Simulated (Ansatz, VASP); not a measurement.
# GaB2P2N: VASP beside Ansatz, part 2 of 3

One calculation is typed for both programs; each brings its own data sets. How far apart do they land? The cell is generated by rule, not measured, and may not be a known phase. The cell is taken from a series of runs on this material, whose earlier steps may have relaxed, scaled, displaced or heated it; both programs get it as it stands.

VASP 6.6.1 and Ansatz 0.2.0.

So far: Set-up; Ansatz: relaxation of cell and atoms, LDA, pair 1.

## (3) VASP: relaxation of cell and atoms, LDA, pair 1

Level of this step: LDA; plane waves and PAW (B, Ga_d, N, P); invented cell (VASP).

The same cell, functional (in two slightly different forms), mesh and smearing now go to VASP, with its own data sets.

Lines of VASP's logs that name or quote its potential files are left out, and so is its time.

INCAR

```
SYSTEM = GaB2P2N
PREC = Accurate
ENCUT = 600
EDIFF = 1E-07
NELM = 120
ISMEAR = 0
SIGMA = 0.1
LREAL = .FALSE.
ALGO = Normal
GGA = PW92
NBANDS = 23
LORBIT = 11
LWAVE = .FALSE.
LCHARG = .FALSE.
ISIF = 3
IBRION = 2
NSW = 80
EDIFFG = -0.005
LASPH = .TRUE.
GGA_COMPAT = .FALSE.
NELMIN = 4
KPAR = 2
```

POSCAR

```
GaB2P2N
1.0
    2.2806720000      2.2806720000      0.0000000000
   -2.1728360000      2.1728360000      0.0000000000
    2.2267540000      0.0539180000      6.8727200000
B Ga N P
2 1 1 2
Direct
    0.0059097417      0.9940902582      0.9881805166
    0.3426289737      0.6573710262      0.3147420526
    0.6438364287      0.3561635713      0.7123271427
    0.0654532703      0.4345467296      0.8690934594
    0.4262283347      0.0737716653      0.1475433307
    0.7659431783      0.7340568217      0.4681136435
```

KPOINTS

```
Automatic mesh
0
Gamma
12 12 12
0 0 0
```

PAW data sets: B, Ga_d, N and P (LDA family, release 64).

Command:

```sh
$ mpirun -np 2 vasp_std
```

Numbers of over 12 decimals in the logs are rounded to 6 here.

The program printed:

```text
[banner, memory and clock lines left out]
running    2 mpi-ranks, on    1 nodes
 distrk:  each k-point on    1 cores,    2 groups
 distr:  one band on    1 cores,    1 groups

 POSCAR found type information on POSCAR B GaN P
 POSCAR found :  4 types and       6 ions
|                                                                             |
|               ----> ADVICE to this user running VASP <----                  |
|                                                                             |
|     You enforced a specific xc type in the INCAR file but a different       |
|     [... a line on the potential file left out ...]
|     I HOPE YOU KNOW WHAT YOU ARE DOING!                                     |
|                                                                             |

 LDA part: xc-table for (Slater(with rela. corr.)+PW92), standard interpolation
 POSCAR, INCAR and KPOINTS ok, starting setup
 FFT: planning ... GRIDC
 FFT: planning ... GRID_SOFT
 FFT: planning ... GRID
 WAVECAR not read
 entering main loop
       N       E                     dE             d eps       ncg     rms          rms(c)
DAV:   1     0.255951538485E+03    0.25595E+03   -0.17426E+04 13407   0.215E+03
DAV:   2    -0.100154593991E+02   -0.26597E+03   -0.25007E+03 14292   0.505E+02
DAV:   3    -0.424852508442E+02   -0.32470E+02   -0.31592E+02 15887   0.127E+02
DAV:   4    -0.436944031359E+02   -0.12092E+01   -0.12012E+01 16875   0.256E+01
DAV:   5    -0.437288494711E+02   -0.34446E-01   -0.34425E-01 16162   0.392E+00    0.119E+01
DAV:   6    -0.413337826905E+02    0.23951E+01   -0.66372E+00 21237   0.367E+01    0.616E+00
DAV:   7    -0.410981075663E+02    0.23568E+00   -0.10824E+00 16108   0.766E+00    0.291E+00
DAV:   8    -0.410510726305E+02    0.47035E-01   -0.28510E-01 16527   0.346E+00    0.117E+00
DAV:   9    -0.410453020054E+02    0.57706E-02   -0.28271E-02 18152   0.167E+00    0.506E-01
DAV:  10    -0.410450460184E+02    0.25599E-03   -0.49134E-03 15813   0.490E-01    0.143E-01
DAV:  11    -0.410448971918E+02    0.14883E-03   -0.89114E-04 16673   0.184E-01    0.353E-02
DAV:  12    -0.410448971034E+02    0.88422E-07   -0.58444E-05 17256   0.624E-02    0.189E-02
DAV:  13    -0.410448978503E+02   -0.74693E-06   -0.97931E-06 16338   0.206E-02    0.113E-02
DAV:  14    -0.410448980616E+02   -0.21129E-06   -0.99338E-07 17634   0.777E-03    0.251E-03
DAV:  15    -0.410448980765E+02   -0.14956E-07   -0.26454E-07 14848   0.357E-03
   1 F= -.41044898E+02 E0= -.41043604E+02  d E =-.410449E+02
[...]
2 F= -.41047787E+02 E0= -.41046330E+02  d E =-.288909E-02
[...]
3 F= -.41048040E+02 E0= -.41046532E+02  d E =-.314228E-02
[...]
4 F= -.41049581E+02 E0= -.41047923E+02  d E =-.154106E-02
[...]
5 F= -.41049620E+02 E0= -.41047917E+02  d E =-.157996E-02
[...]
6 F= -.41049714E+02 E0= -.41048008E+02  d E =-.937596E-04
[...]
7 F= -.41049714E+02 E0= -.41048008E+02  d E =-.939220E-04
 curvature:  -0.38 expect dE=-0.864E-05 dE for cont linesearch -0.378E-08
 trial: gam= 0.08704 g(F)=  0.126E-04 g(S)=  0.997E-05 ort = 0.155E-05 (trialstep = 0.745E+00)
 search vector abs. value=  0.246E-04
 bond charge predicted
       N       E                     dE             d eps       ncg     rms          rms(c)
DAV:   1    -0.410497288533E+02   -0.14610E-04   -0.75821E-04 14427   0.201E-01    0.182E-02
DAV:   2    -0.410497266714E+02    0.21820E-05   -0.27639E-05 19329   0.519E-02    0.101E-02
DAV:   3    -0.410497247572E+02    0.19142E-05   -0.22773E-06 19822   0.168E-02    0.386E-03
DAV:   4    -0.410497244986E+02    0.25863E-06   -0.48062E-07 16634   0.739E-03    0.133E-03
DAV:   5    -0.410497244963E+02    0.22501E-08   -0.10045E-07  9619   0.257E-03
   8 F= -.41049724E+02 E0= -.41048013E+02  d E =-.102545E-04
 trial-energy change:   -0.000010  1 .order   -0.000010   -0.000017   -0.000004
 step:   0.9538(harm=  0.9538)  dis= 0.00050  next Energy=   -41.049725 (dE=-0.108E-04)
 reached required accuracy - stopping structural energy minimisation
```

OUTCAR, selected parts (step 3):

```text
ion  position               nearest neighbor table
   1  0.006  0.994  0.988-   4 1.74   4 1.74   5 1.95   5 1.95
   2  0.343  0.657  0.315-   5 1.92   5 1.92   6 1.93   6 1.93
   3  0.644  0.356  0.712-   4 1.94   4 1.94   6 2.28   6 2.28
   4  0.065  0.435  0.869-   1 1.74   1 1.74   3 1.94   3 1.94
   5  0.426  0.074  0.148-   2 1.92   2 1.92   1 1.95   1 1.95
   6  0.766  0.734  0.468-   2 1.93   2 1.93   3 2.28   3 2.28

  LATTYP: Found a body centered orthorhombic cell.
 ALAT       =     3.0728541400
 B/A-ratio  =     1.0496291483
 C/A-ratio  =     4.4731833578

 Subroutine GETGRP returns: Found  4 space group operations
 (whereof  4 operations were pure point group operations)

The static configuration has the point symmetry C_2v.

 Found    280 irreducible k-points:

   k-points           NKPTS =    280   k-points in BZ     NKDIM =    280   number of bands    NBANDS=     23

   dimension x,y,z NGX =    28 NGY =   28 NGZ =   60
   dimension x,y,z NGXF=    56 NGYF=   56 NGZF=  120

   ENCUT  =  600.0 eV  44.10 Ry    6.64 a.u.   6.44  6.14 14.43*2*pi/ulx,y,z

   NELECT =      34.0000    total number of electrons

 k-points in reciprocal lattice and weights: Automatic mesh
   0.00000000  0.00000000  0.00000000       0.001
   0.08333333  0.00000000 -0.00000000       0.002
   0.16666667  0.00000000 -0.00000000       0.002
   0.25000000  0.00000000 -0.00000000       0.002
   0.33333333  0.00000000  0.00000000       0.002
   0.41666667  0.00000000 -0.00000000       0.002
   0.50000000  0.00000000 -0.00000000       0.001
   0.00000000  0.08333333  0.00000000       0.002
   0.08333333  0.08333333  0.00000000       0.002
[...]
0.00000000  0.16666667  0.41666667       0.001
   0.00000000  0.00000000  0.50000000       0.001

 average (electrostatic) potential at core
       1 -31.1467       2 -30.1171       3 -64.0272       4 -61.6500       5 -82.0442
       6 -82.0231

 E-fermi :   8.6865

 k-point     1 :       0.0000    0.0000    0.0000
  band No.  band energies     occupation
    ...
     13       3.9593      2.00000
     14       4.7878      2.00000
     15       6.5594      2.00000
     16       7.1418      2.00000
     17       8.0067      2.00000
     18       8.9172      0.00111
     19       9.5126      0.00000
     20      10.1805      0.00000
     21      11.4292      0.00000
     22      11.4759      0.00000
    ...

 k-point     2 :       0.0833    0.0000   -0.0000
  band No.  band energies     occupation
    ...
     13       3.6215      2.00000
     14       4.8457      2.00000
     15       6.3466      2.00000
     16       6.6477      2.00000
     17       8.3164      2.00000
     18       8.9047      0.00202
     19      10.0082      0.00000
     20      10.3734      0.00000
     21      11.2499      0.00000
     22      11.9145      0.00000
    ...

 k-point     3 :       0.1667    0.0000   -0.0000
  band No.  band energies     occupation
    ...
     12       2.5944      2.00000
     13       3.3876      2.00000
     14       5.0098      2.00000
     15       5.3049      2.00000
     16       6.0711      2.00000
     17       8.8714      0.00894
     18       8.9126      0.00138
     19      10.3705      0.00000
     20      11.0889      0.00000
     21      11.7457      0.00000
    ...

  Total        0.0056029      0.0056029     -0.0103690     -0.0016068      0.0000000      0.0000000
  in kB        0.1314371      0.1314371     -0.2432453     -0.0376946      0.0000000      0.0000000
  external PRESSURE =       0.0065430 kB  Pullay stress =       0.0000000 kB

  energy-cutoff  :      600.00
  volume of cell :       68.30
      direct lattice vectors                 reciprocal lattice vectors
     2.267150126  2.267150126  0.000000000     0.220541196  0.220541196 -0.072696906
    -2.189979340  2.189979340  0.000000000    -0.228312656  0.228312656  0.072696906
     2.228564733  0.038585393  6.877871780    -0.000000000 -0.000000000  0.145393813

 POSITION                                       TOTAL-FORCE (eV/Angst)
 -----------------------------------------------------------------------------------
      0.03859      2.22856      6.79236        -0.000000      0.000000     -0.001141
      0.03859      2.22856      2.16357         0.000000      0.000000      0.001267
      2.26715      2.26715      4.88367        -0.000000     -0.000000     -0.003244
      1.13358      1.13358      5.97911         0.000000      0.000000      0.001882
      1.13358      1.13358      1.02066         0.000000      0.000000      0.000381
      1.17216      3.36214      3.23318         0.000000     -0.000000      0.000854
 -----------------------------------------------------------------------------------
    total drift:                               -0.000009     -0.000039     -0.000145

  FREE ENERGIE OF THE ION-ELECTRON SYSTEM (eV)
  ---------------------------------------------------
  free  energy   TOTEN  =       -41.0497244963 eV

  energy  without entropy=      -41.0463010350  energy(sigma->0) =      -41.04801277

 reached required accuracy - stopping structural energy minimisation

 total charge
# of ion       s       p       d       tot
------------------------------------------
    1        0.625   1.144   0.000   1.769
    2        0.674   1.323   0.000   1.997
    3        0.853   0.984  10.117  11.955
    4        1.210   2.444   0.000   3.654
    5        1.001   1.632   0.000   2.633
    6        1.006   1.625   0.000   2.631
--------------------------------------------------
tot          5.369   9.151  10.117  24.638

[... 3 further parts left out ...]
```

CONTCAR:

```
GaB2P2N
   1.00000000000000
     2.2671501257063960    2.2671501257063960    0.0000000000000000
    -2.1899793398905172    2.1899793398905172    0.0000000000000000
     2.2285647327984570    0.0385853929079393    6.8778717801151954
  B               Ga              N               P
     2     1     1     2
Direct
     0.0062164154397367    0.9937835844602687    0.9875671691205264
     0.3427150149619963    0.6572849849380092    0.3145699700760145
     0.6449724875671833    0.3550275124328168    0.7100550249656282
     0.0653371649553686    0.4346628349446297    0.8693256700892558
     0.4258010259029982    0.0741989740970017    0.1483979482940052
     0.7649578185727145    0.7350421814272855    0.4700843629545658
```

The run keeps the 4 symmetry operations of its start, so it cannot find a distortion of lower symmetry.

## (4) Differences

Known differences besides the potentials themselves: the cutoff is 420 eV in Ansatz and 600 eV in VASP; VASP's log shows a relativistic correction to its local exchange, Ansatz's none; Ansatz adds a Pulay correction to the stress that steers its cell, VASP none. Total energies have different zeros and are not compared.

Both answers:

```
                                         quantity  Ansatz   VASP  difference
                                      volume (Å³)   68.32  68.30     +0.03 %
edge a after relaxation, in the typed setting (Å)   3.207  3.206     +0.02 %
edge b after relaxation, in the typed setting (Å)   3.098  3.097     +0.03 %
edge c after relaxation, in the typed setting (Å)   7.229  7.230     -0.01 %
```

## (5) Ansatz: relaxation of cell and atoms, LDA, pair 2

The relaxed volume is the usual yardstick between codes: in a stiff, nearly cubic crystal its relative difference is about their pressure difference at one cell divided by the bulk modulus.

The cell is taken from a series of runs on this material, whose earlier steps may have relaxed, scaled, displaced or heated it; both programs get it as it stands.

input.yaml

```yaml
crystal:
  lattice:
    - [2.267476552, 2.267476552, 0.0]
    - [-2.1905452062, 2.1905452062, 0.0]
    - [2.2290108791, 0.038465673, 6.8770021082]
  atoms:
    - { symbol: B, position: [0.0063404522, -0.0063404522, -0.0126809044] }
    - { symbol: B, position: [0.3426674512, 0.6573325488, 0.3146650977] }
    - { symbol: Ga, position: [0.6448294268, 0.3551705732, 0.7103411465] }
    - { symbol: "N", position: [0.0655022863, 0.4344977137, 0.8689954274] }
    - { symbol: P, position: [0.4258426197, 0.0741573803, 0.1483147606] }
    - { symbol: P, position: [0.7648177638, 0.7351822362, 0.4703644724] }
kpoints:
  mp_grid: { grid: [12, 12, 12] }
hamiltonian:
  xc: lda
scf:
  occupations: { method: methfessel_paxton, width: 0.2 }
output:
  forces: true
  stress: true
  eigenvalues: true
relax:
  adjacent_minimum: "off"
  f_tol: 0.001
  max_steps: 60
  cell: { stress_tol: 0.01 }
```

Command:

```sh
$ ansatz run input.yaml --threads 8 --pin off --max-ram 14336MiB --backend cpu --events-out ev --progress --plain --runs-dir out
```

The program printed:

```text
[...]
Crystal: 6 atoms, lattice volume = 68.316 Å³
Basis set: ecut = 420 eV, 1331 PW (Γ)
Bands: 23, of which v1, the nominal top of the filled ones, is band 17 counted from 1 (16 counted from 0)
Symmetry: 4 space group operations
[...]
k-points: 280 of 1728 (time reversal used)
[...]
- [-2.193128, 2.193128, -1.594534897356974e-11]
    - [2.229770, 0.036642, 6.874429]
  atoms:
    - { symbol: B, position: [0.00636125, -0.00636125, -0.012723] }
    - { symbol: B, position: [0.342665, 0.657335, 0.314670] }
    - { symbol: Ga, position: [0.644960, 0.355040, 0.710080] }
    - { symbol: N, position: [0.065503, 0.434497, 0.868993] }
    - { symbol: P, position: [0.425787, 0.074213, 0.148426] }
    - { symbol: P, position: [0.764723, 0.735277, 0.470553] }
[key lines of the parts left out:]
SCF converged after 6 iterations
Free energy (F): -5833.635383 eV
Fermi energy:    11.220512 eV
P = ⅓ Tr σ = 0.0002 GPa (0.002 kbar)
```

## (6) VASP: relaxation of cell and atoms, LDA, pair 2

The same cell, functional (in two slightly different forms), mesh and smearing now go to VASP, with its own data sets.

Edit INCAR of step 3 so:

```diff
@@ -5,4 +5,4 @@
 NELM = 120
-ISMEAR = 0
-SIGMA = 0.1
+ISMEAR = 1
+SIGMA = 0.2
 LREAL = .FALSE.
```

POSCAR

```
GaB2P2N
1.0
    2.2674770000      2.2674770000      0.0000000000
   -2.1905450000      2.1905450000      0.0000000000
    2.2290110000      0.0384660000      6.8770020000
B Ga N P
2 1 1 2
Direct
    0.0063404809      0.9936595191      0.9873190382
    0.3426674153      0.6573325848      0.3146651695
    0.6448293893      0.3551706107      0.7103412214
    0.0655023076      0.4344976924      0.8689953849
    0.4258426128      0.0741573872      0.1483147744
    0.7648177942      0.7351822059      0.4703644117
```

KPOINTS is that of step 3.

Command:

```sh
$ mpirun -np 2 vasp_std
```

The program printed:

```text
[banner, memory and clock lines left out]
running    2 mpi-ranks, on    1 nodes
[...]
[... a notice as in an earlier step ...]

 LDA part: xc-table for (Slater(with rela. corr.)+PW92), standard interpolation
 POSCAR, INCAR and KPOINTS ok, starting setup
[...]
entering main loop
       N       E                     dE             d eps       ncg     rms          rms(c)
DAV:   1     0.259044156349E+03    0.25904E+03   -0.17419E+04 13238   0.215E+03
DAV:   2    -0.893639213004E+01   -0.26798E+03   -0.25223E+03 14117   0.507E+02
DAV:   3    -0.424105270738E+02   -0.33474E+02   -0.32530E+02 16002   0.128E+02
DAV:   4    -0.436607712203E+02   -0.12502E+01   -0.12422E+01 16778   0.260E+01
[...]
DAV:  13    -0.410482360392E+02   -0.94400E-06   -0.13233E-05 16212   0.220E-02    0.129E-02
DAV:  14    -0.410482362599E+02   -0.22067E-06   -0.14850E-06 18122   0.134E-02    0.285E-03
DAV:  15    -0.410482362827E+02   -0.22800E-07   -0.27657E-07 15218   0.517E-03
   1 F= -.41048236E+02 E0= -.41048007E+02  d E =-.410482E+02
[... from here on, the cycles between the ionic steps are left out ...]
   2 F= -.41048404E+02 E0= -.41048101E+02  d E =-.167269E-03
   3 F= -.41048404E+02 E0= -.41048104E+02  d E =-.167517E-03
   4 F= -.41048435E+02 E0= -.41048107E+02  d E =-.316179E-04
   5 F= -.41048436E+02 E0= -.41048111E+02  d E =-.321810E-04
   6 F= -.41048442E+02 E0= -.41048098E+02  d E =-.651305E-05
 trial-energy change:   -0.000007  1 .order   -0.000006   -0.000014    0.000001
 step:   0.8788(harm=  0.8788)  dis= 0.00030  next Energy=   -41.048442 (dE=-0.633E-05)
 reached required accuracy - stopping structural energy minimisation
```

From OUTCAR (step 6):

```text
  Total       -0.0071465     -0.0071465     -0.0062522     -0.0090975      0.0000000      0.0000000
  in kB       -0.1675898     -0.1675898     -0.1466161     -0.2133416      0.0000000      0.0000000
  external PRESSURE =      -0.1605986 kB  Pullay stress =       0.0000000 kB

 POSITION                                       TOTAL-FORCE (eV/Angst)
 -----------------------------------------------------------------------------------
      0.03729      2.22932      6.79003         0.000000     -0.000000     -0.002526
      0.03729      2.22932      2.16284        -0.000000      0.000000      0.003752
      2.26661      2.26661      4.88036         0.000000     -0.000000     -0.001072
      1.13331      1.13331      5.97693        -0.000000      0.000000      0.000895
      1.13331      1.13331      1.02111         0.000000     -0.000000     -0.003848
      1.17060      3.36263      3.23294        -0.000000      0.000000      0.002798
 -----------------------------------------------------------------------------------
    total drift:                               -0.000006     -0.000044     -0.000164

  FREE ENERGIE OF THE ION-ELECTRON SYSTEM (eV)
  ---------------------------------------------------
  free  energy   TOTEN  =       -41.0484424935 eV

  energy  without entropy=      -41.0474094043  energy(sigma->0) =      -41.04809813

[... 2 parts as in an earlier step ...]

[... 2 further parts left out ...]
[key lines of the parts left out:]
E-fermi :   8.6734
```

## (7) Comparison

The two programs side by side:

```
                                         quantity  Ansatz   VASP  difference
                                      volume (Å³)   68.34  68.32     +0.03 %
edge a after relaxation, in the typed setting (Å)   3.205  3.205     -0.01 %
edge b after relaxation, in the typed setting (Å)   3.102  3.100     +0.05 %
edge c after relaxation, in the typed setting (Å)   7.227  7.228     -0.01 %
```

(Continued in part 3 of 3.)

[Lines on the potential files, build, host, timing and source positions are cut from VASP's logs without a mark.]

[Logs are printed without paths, hosts, clocks, repeated set-up lines and the standing remarks that a program may print on its own settings, such as how far it seeks lower states.]

[Hosts, paths, dates, database ids (printed as entryN), source tags and the programs' standing remarks are cut or masked in the printed files.]
